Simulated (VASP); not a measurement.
Given:

```xyz
4
Lattice="3.5510 0.0000 0.0000 -1.7755 3.0753 0.0000 0.0000 0.0000 11.4254" Properties=species:S:1:pos:R:3 pbc="T T T"
Ho     0.0000     0.0000     0.0000
Ho     0.0000     0.0000     5.7127
Ho     0.0000     2.0502     2.8564
Ho     1.7755     1.0251     8.5691
```
Starting moments (μB, in the order of the record's atoms Ho Ho Ho Ho): 4.0 4.0 4.0 4.0.

The numbers are results of PBE GGA, VASP's PBE PAW potentials (set 64) (plane waves; VASP), not measurements. Settings: 300 eV cut-off, 11×11×3 Γ-centred mesh shifted by (0.5, 0.5, 0.5), Fermi-Dirac smearing of 0.10 eV, potentials Ho.

At this cut-off the stress carries a Pulay error, which pulls relaxed volumes low.

Q: Predict the cell moment, energy per atom (σ→0), pressure, band gap (on the k-mesh) with the smallest direct gap where there is one.

A: 
The band gap (on the k-mesh) comes out as none (metal, semimetal or under 0.01 eV) and the cell moment is 14.80 μB. The energy per atom (σ→0) is -6.446 eV/atom and the pressure comes out as 1.68 GPa.

Q: Give the moment on each site (PAW-sphere projection).

A: 
| site | moment (μB) |
|---|---|
| Ho1 | 3.54 |
| Ho2 | 3.54 |
| Ho3 | 3.52 |
| Ho4 | 3.52 |

The absolute energy has meaning only against runs of the same code, potentials and settings.

The structure was generated: Ho was put into an ordered model structure, which need not be its known phase. The cell was not relaxed at this level.
